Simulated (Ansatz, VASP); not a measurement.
**Mg2TaH6 in VASP and in Ansatz**

File INCAR:

```
PREC = Accurate
ENCUT = 520
EDIFF = 1E-6
ISMEAR = -1
SIGMA = 0.1
LREAL = False
LASPH = True
NELM = 60
ALGO = Normal
ISIF = 2
LWAVE = False
LCHARG = False
GGA = PS
NBANDS = 20
```

The input KPOINTS:

```
regular mesh
0
Gamma
  9 9 9
```

Contents of POSCAR:

```
Mg2TaH6
1.0
    0.0000000000      3.2478190000      3.2478190000
    3.2478190000      0.0000000000      3.2478190000
    3.2478190000      3.2478190000      0.0000000000
H Ta Mg
6 1 2
Direct
    0.7580000000      0.2420000000      0.2420000000
    0.2420000000      0.7580000000      0.2420000000
    0.2420000000      0.7580000000      0.7580000000
    0.7580000000      0.2420000000      0.7580000000
    0.2420000000      0.2420000000      0.7580000000
    0.7580000000      0.7580000000      0.2420000000
    0.0000000000      0.0000000000      0.0000000000
    0.2500000000      0.2500000000      0.2500000000
    0.7500000000      0.7500000000      0.7500000000
```

Input for Ansatz:

```yaml
crystal:
  lattice:
    - [0.0, 3.247819, 3.247819]
    - [3.247819, 0.0, 3.247819]
    - [3.247819, 3.247819, 0.0]
  atoms:
    - { symbol: H, position: [0.758, 0.242, 0.242] }
    - { symbol: H, position: [0.242, 0.758, 0.242] }
    - { symbol: H, position: [0.242, 0.758, 0.758] }
    - { symbol: H, position: [0.758, 0.242, 0.758] }
    - { symbol: H, position: [0.242, 0.242, 0.758] }
    - { symbol: H, position: [0.758, 0.758, 0.242] }
    - { symbol: Ta, position: [0.0, 0.0, 0.0] }
    - { symbol: Mg, position: [0.25, 0.25, 0.25] }
    - { symbol: Mg, position: [0.75, 0.75, 0.75] }
  symmetry: { tolerance: 0.0003 }
kpoints:
  mp_grid: { grid: [9, 9, 9], shift: [0, 0, 0] }
  band_path:
    path:
      - [0.0, 0.0, 0.0]
      - [0.5, 0.0, 0.5]
      - [0.625, 0.25, 0.625]
      - [0.375, 0.375, 0.75]
      - [0.0, 0.0, 0.0]
      - [0.5, 0.5, 0.5]
      - [0.5, 0.25, 0.75]
      - [0.5, 0.0, 0.5]
    npoints: 8
magnetization:
  spin_polarized: false
scf:
  occupations: { method: fermi_dirac }
  lower_state_search: "off"
  max_iter: 200
hamiltonian:
  pseudopotentials: { kind: paw }
  xc: pbesol
basis:
  ecutwfc: 420
  fft_grid_basis: typed
output:
  forces: true
  stress: true
  eigenvalues: true
  bader: true
  populations: true
  elf: true
  write_potential: true
  volumetric_format: npy
  dos:
    e_range: [-12, 8]
    de: 0.05
    projected: { site_lists: { H: [H], Mg: [Mg], Ta: [Ta] } }
checkpoint:
  read: saved_state
```

The cell was built by a generator and needn't be a form met in nature.

Alike in both runs: task single point; functional PBEsol; k mesh 9 × 9 × 9; no spin polarisation.

```csv
,VASP,Ansatz
version,VASP 6.6.1,Ansatz 0.2.0
potentials or method,"VASP PAW PBE potentials, release 64 (H, Ta_pv, Mg)",PAW plane waves
plane-wave cutoff (eV),520,420
occupations,"fermi-dirac, width 0.1 eV",fermi-dirac
valence electrons in the cell,21,39
```

|  | VASP | Ansatz | Ansatz less VASP |
| --- | --- | --- | --- |
| rms of the force components (eV/Å) | 2.389 | 2.369 | -0.0203 |

Atom by atom the forces differ by 0.020 eV/Å (rms over components). The two sets of potentials don't hold the same shells in valence.

Caveats: the PAW data sets were made with another functional, which shifts forces and pressure a little (VASP). Spin-orbit coupling is left out, which matters for the levels of Ta.
